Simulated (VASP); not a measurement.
**BeS (relaxed from the wurtzite structure, space group P6_3mc): computed properties**

Computed with PBEsol GGA, VASP's PBE PAW potentials (set 64) (plane waves; VASP).

```json
{
  "space_group": "P6_3mc (186)",
  "cell": "a = b = 3.4142 Å, c = 5.6270 Å, α = β = 90.00°, γ = 120.00°",
  "volume_per_atom": "14.20 Å³/atom",
  "band gap (over mesh and band path)": "3.45 eV",
  "smallest direct gap (over mesh and band path)": "5.03 eV",
  "band_edge_character": "indirect, Γ to K",
  "density": "2.40 g/cm³"
}
```

```cif
data_Be2S2
_chemical_formula_sum 'Be2 S2'
_space_group_name_H-M_alt 'P63mc'
_space_group_IT_number 186
_space_group_name_Hall 'P 6c -2c'
_cell_length_a 3.41417
_cell_length_b 3.41417
_cell_length_c 5.62702
_cell_angle_alpha 90.000
_cell_angle_beta 90.000
_cell_angle_gamma 120.000
loop_
_atom_site_label
_atom_site_type_symbol
_atom_site_symmetry_multiplicity
_atom_site_Wyckoff_symbol
_atom_site_fract_x
_atom_site_fract_y
_atom_site_fract_z
_atom_site_occupancy
Be1 Be 2 b 0.33333 0.66667 0.00051 1
S1 S 2 b 0.33333 0.66667 0.37449 1
```

The structure was generated: BeS was put into the wurtzite type (P6_3mc), which need not be its known phase. It was relaxed first, which changed the volume by +14 %. Symmetry was kept, so distortions that lower it aren't found.
